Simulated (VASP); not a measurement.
VASP ran on this input.

### KPOINTS
```
Automatic mesh
0
Gamma
9 9 9
0 0 0
```

**INCAR**
```
# general
SYSTEM =MgS
PREC   =Accurate
ENCUT  =520
LREAL  =.False.
LASPH  =.True.

# electronic loop
EDIFF  =1E-7
NELM   =100
ALGO   =Normal
LMIXTAU=.True.

# smearing
ISMEAR =0
SIGMA  =0.05

# functional
METAGGA=R2SCAN

# ions
ISIF   =2

# output
LWAVE  =.False.
LCHARG =.False.
```

**POSCAR**
```
MgS
1
    0.0000000000     2.6214556162     2.6214556162
    2.6214556162     0.0000000000     2.6214556162
    2.6214556162     2.6214556162     0.0000000000
Mg S
1 1
Direct
  1.0000000000   0.0000000000   0.0000000000
  0.5000000000   0.5000000000   0.5000000000
```

POTCAR, in this order: Mg S (PBE.64 set). Program: vasp_std.

Question: Write an equivalent input for Ansatz.

Answer: One equivalent input (not run):
Ansatz 0.2 input:
```yaml
crystal:
  lattice:
    - [0.0000000, 2.6214556, 2.6214556]
    - [2.6214556, 0.0000000, 2.6214556]
    - [2.6214556, 2.6214556, 0.0000000]
  atoms:
    - { symbol: Mg, position: [1.0000000, 0.0000000, 0.0000000] }
    - { symbol: S, position: [0.5000000, 0.5000000, 0.5000000] }
kpoints:
  mp_grid: { grid: [9, 9, 9] }
hamiltonian:
  xc: r2scan
  pseudopotentials: { kind: paw }
scf:
  occupations: { method: gaussian, width: 0.05 }
  max_iter: 100
output: { forces: true, stress: true, eigenvalues: true }
```
What does not carry over: each code has its own PAW files, so the cut-off isn't converted (ENCUT is set for VASP's; basis.ecutwfc is left out, and Ansatz then takes the one that its files recommend); Ansatz stops its SCF on the density residual and VASP on the energy change (EDIFF).

The compound is MgS in the rock salt structure. This cell is one point of a volume scan, at 1.03 of the reference volume.
